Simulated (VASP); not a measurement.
Consider the following.

```
CELL_PARAMETERS angstrom
      1.23388    -2.13714     0.00000
      1.23388     2.13714     0.00000
      0.00000     0.00000     6.58548
ATOMIC_POSITIONS crystal
  C  0.00000 0.00000 0.25000
  C  0.00000 0.00000 0.75000
  C  0.33333 0.66667 0.25000
  C  0.66667 0.33333 0.75000
```

All values below come from optB86b-vdW, VASP's PBE PAW potentials (set 64) (plane waves; VASP 6.6.1). Run with 520 eV cut-off, Gaussian smearing of 0.050 eV, potentials C.

### Question
Give the energies of bands 3 to 10 at the high-symmetry points, in eV from the Fermi level.

### Answer

```json
[
 {"band": "3", "Γ": "-8.60", "M": "-13.18", "K": "-12.50", "A": "-7.61", "L": "-13.14", "H": "-12.50"},
 {"band": "4", "Γ": "-6.38", "M": "-13.08", "K": "-12.39", "A": "-7.61", "L": "-13.14", "H": "-12.50"},
 {"band": "5", "Γ": "-3.03", "M": "-6.40", "K": "-10.47", "A": "-3.02", "L": "-6.37", "H": "-10.48"},
 {"band": "6", "Γ": "-3.03", "M": "-6.34", "K": "-10.47", "A": "-3.02", "L": "-6.37", "H": "-10.48"},
 {"band": "7", "Γ": "-3.01", "M": "-2.81", "K": "-0.72", "A": "-3.02", "L": "-2.34", "H": "0.00"},
 {"band": "8", "Γ": "-3.01", "M": "-2.04", "K": "-0.02", "A": "-3.02", "L": "-2.34", "H": "0.00"},
 {"band": "9", "Γ": "4.28", "M": "1.52", "K": "-0.02", "A": "7.10", "L": "1.64", "H": "0.02"},
 {"band": "10", "Γ": "8.34", "M": "2.25", "K": "0.83", "A": "7.10", "L": "1.64", "H": "0.02"}
]
```

It has no gap at this level: it comes out as a metal or semimetal.

The compound is C in the graphite structure. It was relaxed first.
